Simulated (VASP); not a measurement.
Consider the following.

```yaml
crystal:
  lattice:
    - [0.00000, 2.71989, 2.71989]
    - [2.71989, 0.00000, 2.71989]
    - [2.71989, 2.71989, 0.00000]
  atoms:
    - { symbol: Si, position: [0.50000, 0.50000, 0.50000] }
    - { symbol: Si, position: [0.75000, 0.75000, 0.75000] }
```

These are r2SCAN meta-GGA, VASP's PBE PAW potentials (set 64) (plane waves; VASP 6.6.1) values and carry that method's errors. Numerical set-up: PREC = Normal, EDIFF = 1E-5, 400 eV cut-off, 9×9×9 Γ-centred mesh, Gaussian smearing of 0.050 eV, potentials Si.

Question: What does the run give for the energy per atom (σ→0)?

Answer: 
```
Property                       Result
---------------------  --------------
energy per atom (σ→0)  -8.775 eV/atom
```

Only differences to runs with the same potentials and settings are physical.

The compound is Si in the diamond structure. It was relaxed first.
